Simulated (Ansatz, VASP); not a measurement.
# Cross-check of Ru (Ru(101) slab (three-index Miller notation)) between VASP and Ansatz, part 2 of 2

One calculation is typed for both programs; each brings its own data sets. How far apart do they land? The cell is taken from a series of runs on this material, whose earlier steps may have relaxed, scaled, displaced or heated it; both programs get it as it stands.

VASP 6.6.1 and Ansatz 0.2.0.

So far: Starting point; VASP: single point, r2SCAN.

## (3) Ansatz: single point, r2SCAN

Level of this step: Ansatz beside VASP: Kohn-Sham DFT, plane waves, r2SCAN (Ansatz).

Ansatz runs on its default PAW (the set named soft_2) files.

The same cell, functional, mesh and smearing now go to Ansatz, which takes its cutoff from its data sets.

The input, input.yaml:

```yaml
crystal:
  lattice:
    - [5.06849, 0.0, 0.0]
    - [1.45432, 5.23162, 0.0]
    - [0.0, 0.0, 27.70807]
  atoms:
    - { symbol: Ru, position: [0.92261, 0.01871, 0.27325] }
    - { symbol: Ru, position: [0.46659, 0.38295, 0.28357] }
    - { symbol: Ru, position: [0.15378, 0.2112, 0.34393] }
    - { symbol: Ru, position: [0.69346, 0.07626, 0.35581] }
    - { symbol: Ru, position: [0.3886, 0.40257, 0.41937] }
    - { symbol: Ru, position: [0.92734, 0.26807, 0.4316] }
    - { symbol: Ru, position: [0.62068, 0.09475, 0.49356] }
    - { symbol: Ru, position: [0.15898, 0.46033, 0.50644] }
    - { symbol: Ru, position: [0.85232, 0.28701, 0.5684] }
    - { symbol: Ru, position: [0.39106, 0.15251, 0.58063] }
    - { symbol: Ru, position: [0.0862, 0.47882, 0.64419] }
    - { symbol: Ru, position: [0.62588, 0.34388, 0.65607] }
    - { symbol: Ru, position: [0.31307, 0.17213, 0.71643] }
    - { symbol: Ru, position: [0.85705, 0.03637, 0.72675] }
    - { symbol: Ru, position: [0.92261, 0.51871, 0.27325] }
    - { symbol: Ru, position: [0.46659, 0.88295, 0.28357] }
    - { symbol: Ru, position: [0.15378, 0.7112, 0.34393] }
    - { symbol: Ru, position: [0.69346, 0.57626, 0.35581] }
    - { symbol: Ru, position: [0.3886, 0.90257, 0.41937] }
    - { symbol: Ru, position: [0.92734, 0.76807, 0.4316] }
    - { symbol: Ru, position: [0.62068, 0.59475, 0.49356] }
    - { symbol: Ru, position: [0.15898, 0.96033, 0.50644] }
    - { symbol: Ru, position: [0.85232, 0.78701, 0.5684] }
    - { symbol: Ru, position: [0.39106, 0.65251, 0.58063] }
    - { symbol: Ru, position: [0.0862, 0.97882, 0.64419] }
    - { symbol: Ru, position: [0.62588, 0.84388, 0.65607] }
    - { symbol: Ru, position: [0.31307, 0.67213, 0.71643] }
    - { symbol: Ru, position: [0.85705, 0.53637, 0.72675] }
kpoints:
  mp_grid: { grid: [7, 7, 1] }
hamiltonian:
  xc: r2scan
scf:
  occupations: { method: fermi_dirac, width: 0.1 }
output:
  forces: true
```

On the command line:

```sh
ansatz run input.yaml --threads 6 --pin off --max-ram 102400MiB --backend cuda --events-out ev --progress --plain --runs-dir out
```

Numbers of over 12 decimals in the logs are rounded to 6 here.

The log of the run:

```text
Engine: ansatz 0.2.0, x86_64-unknown-linux-gnu
Pseudopotentials: kind: paw
Pseudopotential: Ru, paw, valence charge 16, recommended cutoff 500 eV (meta_gga), Ru.paw.azcp
Functional definition: r2SCAN
  parameter k0 = 0.174
  parameter k1 = 0.065
  parameter a1 = 4.9479
  exchange = r2scan_x(k0 = k0, k1 = k1, a1 = a1)
  correlation = r2scan_c
concurrent solve slots: 5 of 6 are kept, ahead of what memory takes: no pass of the eigensolver takes more rounds on 5
device memory: the entry about to start is reckoned to put 14.1 GiB on a device that reports 68.7 GiB free
GPU FFT provider: cuFFT
GPU libraries: cuBLAS 13.8.2, cuFFT 12.4.0, cuSOLVER 12.3.4
Crystal: 28 atoms, lattice volume = 734.719 Å³
Basis set: ecut = 500 eV, 18673 PW (Γ), exchange–correlation on 160×160×864 points (64 copies of the dense FFT grid, shifted against one another)
Bands: 269, of which v1, the nominal top of the filled ones, is band 224 counted from 1 (223 counted from 0)
Symmetry: 4 space group operations
Space group: P-1 (ITA 2), of the structure as read, at distance tolerance 9.0e-5 Å
k-points: 25 of 49
Non-local potential: Ru, projectors of the file, l = 0: 3, l = 1: 2, l = 2: 2, l = 3: 1
PAW form: soft (Blöchl's): semilocal exchange-correlation on the pseudo side does not see the compensation charge
PAW frozen core: Ru, regenerated for the run's functional (the file was generated under x = pbe(κ = 0.804, μ = 0.219515), c = pbe(β = 0.066725))
PAW one-centre angular grid: Ru, 590 points (default); XC on 160 Gauss nodes
Initial density: superposition of atomic densities (neutral atoms: chi_scale 0, normalization atom), corrected by the library's trained network
Initial wavefunctions: pseudopotential atomic-orbital guess
GPU buffer pool allocated for 345600 grid points (all kernels)
GPU transforms: local potential and band sums: pruned to the plane-wave sphere, on 40×40×216
Functional: x = r2scan, c = r2scan; τ floored in thin density (d = 2e-4 eV/Å³)
SCF iter   1: F=—  HF=-164929.419808 eV  |F-HF|=—  |Δ(HF+E_count)|=         —  Δρ=1.37e-2  dr2=1.22e1  dr2_τ=2.96e-1  ethr=1.77e-3  ⟨swp⟩=7.1  Hψ=26485  notcnv=0  defer=15
preconditioner: auto → LDOS  [metal: Δε(μ)=0.002 eV  Ē_g=4.686 eV  σ=0.100 eV  W_gap=0.00  n_scr=186 (ndim 8)  ℏωp=20.5 eV  f_vac=0.436  D(μ)=27.68/eV (n_scr^D=226)  β→1.0]
SCF iter   2: F=—  HF=-164929.634301 eV  |F-HF|=—  |Δ(HF+E_count)|=   2.14e-1  Δρ=5.25e-3  dr2=4.93e-1  dr2_τ=1.06e-1  ethr=1.77e-3  ⟨swp⟩=2.0  Hψ=8477  notcnv=0  defer=31
SCF iter   3: F=—  HF=-164929.619292 eV  |F-HF|=—  |Δ(HF+E_count)|=   1.50e-2  Δρ=1.39e-3  dr2=1.66e-2  dr2_τ=1.40e-3  ethr=1.10e-4  ⟨swp⟩=2.0  Hψ=10273  notcnv=0  defer=31
SCF iter   4: F=—  HF=-164929.619667 eV  |F-HF|=—  |Δ(HF+E_count)|=   3.75e-4  Δρ=3.72e-4  dr2=1.93e-3  dr2_τ=1.07e-4  ethr=3.71e-6  ⟨swp⟩=3.0  Hψ=12070  notcnv=0  defer=31
SCF iter   5: F=—  HF=-164929.617152 eV  |F-HF|=—  |Δ(HF+E_count)|=   2.51e-3  Δρ=1.44e-4  dr2=2.31e-4  dr2_τ=1.48e-5  ethr=4.32e-7  ⟨swp⟩=2.5  Hψ=10169  notcnv=0  defer=31
SCF iter   6: F=—  HF=-164929.616666 eV  |F-HF|=—  |Δ(HF+E_count)|=   4.86e-4  Δρ=5.15e-5  dr2=6.78e-5  dr2_τ=2.34e-6  ethr=5.16e-8  ⟨swp⟩=3.4  Hψ=13753  notcnv=0  defer=31
SCF iter   7: F=—  HF=-164929.617835 eV  |F-HF|=—  |Δ(HF+E_count)|=   1.17e-3  Δρ=1.68e-5  dr2=3.50e-6  dr2_τ=2.48e-7  ethr=1.51e-8  ⟨swp⟩=2.0  Hψ=9672  notcnv=0  defer=31
SCF iter   8: F=—  HF=-164929.617836 eV  |F-HF|=—  |Δ(HF+E_count)|=   1.51e-6  Δρ=6.72e-6  dr2=4.01e-7  dr2_τ=3.74e-8  ethr=7.82e-10  ⟨swp⟩=3.2  Hψ=14126  notcnv=0  defer=31
SCF iter   9: F=-164929.617837 eV  HF=-164929.617837 eV  |F-HF|=3.90e-8  |Δ(HF+E_count)|=   3.91e-7  Δρ=2.81e-6  dr2=9.51e-8  dr2_τ=5.22e-9  ethr=2.23e-11  ⟨swp⟩=6.0  Hψ=26942  notcnv=0
SCF 1 converged in 9 iterations: F = -164929.617837 eV  dr2 = 9.51e-8
  greatest PAW one-centre occupation: 0.997 electrons in one spin orbital (limit 2), on the Ru atom at site 27 (counted from 0), in its partial waves of l = 1
SCF converged after 9 iterations
Free energy (F): -164929.617837 eV
Harris-Foulkes:  -164929.617837 eV  (|F-HF|=3.90e-8)
Internal energy: -164928.701867 eV  (E = F + TS)
E sigma→0 (E₀):  -164929.159852 eV
Entropy (-TS):   -0.915970 eV (-32.713 meV/atom)
Fermi energy:    9.763828 eV
--- Per-component energies (eV) ---
  E_band       = -7980.419002
  E_kinetic    = 14374.896883
  E_local      = -773927.945594  (includes V_loc(G=0)·N_el)
  E_nonlocal   = 9611.493618
  E_hartree    = 377642.008770
  E_xc         = -5140.210803
  E_vxc        = -7447.273767  (∫ρ·V_xc dr)
  E_paw        = -97412.625912  (= ΣΔE_a)
  E_vpaw       = -6401.234042  (= ΣTr[D̂ρ^β])
  E_aug_tail   = 0.002665  (compensation charges beyond the density's cutoff)
  E_vtau       = 525.551572  (kinetic-family band-sum trace: ∫τ·v_τ [+ j·A + Jᵃ·Aᵃ] dr)
  E_ewald      = 309932.385262
  E_core_change = -8.706757  (= ΣΔE_core)
  E_smearing   = -0.915970  (= −TS)
  E_closure    = 0.000000  (closes the sum)
  Σ components = -164929.617837   (vs F -164929.617837, Δ=0.00e0)
--- Forces (eV/Å), atoms counted from 1 ---
  atom   1  Ru    -0.09580076     0.02624476     0.37524752
  atom   2  Ru     0.12322450    -0.02924796     0.27205701
  atom   3  Ru    -0.04767016     0.01260684    -0.03635113
  atom   4  Ru     0.01629727    -0.00357625    -0.12280169
  atom   5  Ru     0.01695156    -0.00316756     0.05903578
  atom   6  Ru    -0.01736269     0.00434727     0.01473531
  atom   7  Ru     0.01537671    -0.00152051     0.01095092
  atom   8  Ru    -0.01537671     0.00152051    -0.01095092
  atom   9  Ru     0.01736269    -0.00434727    -0.01473531
  atom  10  Ru    -0.01695156     0.00316756    -0.05903578
  atom  11  Ru    -0.01629727     0.00357625     0.12280169
  atom  12  Ru     0.04767016    -0.01260684     0.03635113
  atom  13  Ru    -0.12322450     0.02924796    -0.27205701
  atom  14  Ru     0.09580076    -0.02624476    -0.37524752
  atom  15  Ru    -0.09580076     0.02624476     0.37524752
  atom  16  Ru     0.12322450    -0.02924796     0.27205701
  atom  17  Ru    -0.04767016     0.01260684    -0.03635113
  atom  18  Ru     0.01629727    -0.00357625    -0.12280169
  atom  19  Ru     0.01695156    -0.00316756     0.05903578
  atom  20  Ru    -0.01736269     0.00434727     0.01473531
  atom  21  Ru     0.01537671    -0.00152051     0.01095092
  atom  22  Ru    -0.01537671     0.00152051    -0.01095092
  atom  23  Ru     0.01736269    -0.00434727    -0.01473531
  atom  24  Ru    -0.01695156     0.00316756    -0.05903578
  atom  25  Ru    -0.01629727     0.00357625     0.12280169
  atom  26  Ru     0.04767016    -0.01260684     0.03635113
  atom  27  Ru    -0.12322450     0.02924796    -0.27205701
  atom  28  Ru     0.09580076    -0.02624476    -0.37524752
  max |Σ_I F_I| component: 5.55e-17 eV/Å
```

## (4) Comparison

Known differences besides the potentials themselves: VASP keeps PBE cores, Ansatz makes them for the functional; the data sets hold 448 valence electrons in Ansatz (on its default PAW (the set named soft_2) files) and 392 in VASP; the cutoff is 500 eV in Ansatz and 440 eV in VASP. Total energies have different zeros and are not compared.

Forces on 7 of the 28 atoms, those with the largest forces and the largest differences (eV/Å; atoms numbered as in POSCAR):

```
atom         Ansatz x, y, z           VASP x, y, z
 Ru1   -0.096, 0.026, 0.375   -0.079, 0.022, 0.282
Ru13  -0.123, 0.029, -0.272  -0.108, 0.025, -0.200
Ru14  0.096, -0.026, -0.375  0.079, -0.022, -0.282
Ru15   -0.096, 0.026, 0.375   -0.079, 0.022, 0.282
Ru16   0.123, -0.029, 0.272   0.108, -0.025, 0.200
Ru27  -0.123, 0.029, -0.272  -0.108, 0.025, -0.200
Ru28  0.096, -0.026, -0.375  0.079, -0.022, -0.282
```

The forces differ by 27 meV/Å r.m.s., which is 32.1 % of the r.m.s. force of 0.085 eV/Å (both taken over all components). With vacuum in the cell, a pressure given here is an average over mostly empty space and none of the material.

## (5) Results

| Quantity | Value |
| --- | --- |
| r.m.s. force difference (single point, r2SCAN) | 27 meV/Å |

What this shows: The r.m.s. force difference is 27 meV/Å (single point, r2SCAN), beyond the 12 meV/Å picked in this series as the mark of a large difference. The data sets hold unlike numbers of valence electrons (448 in Ansatz and 392 in VASP), so part of the differences comes from the potentials. What causes the difference of the single point, r2SCAN pair stays open here. Such differences can come from data sets, numerical settings and the points named under the comparisons, not from the functional's error against experiment.

[Lines on the potential files, build, host, timing and source positions are cut from VASP's logs without a mark.]

[Logs are printed without paths, hosts, clocks, repeated set-up lines and the standing remarks that a program may print on its own settings, such as how far it seeks lower states.]

[Hosts, paths, dates, database ids (printed as entryN), source tags and the programs' standing remarks are cut or masked in the printed files.]
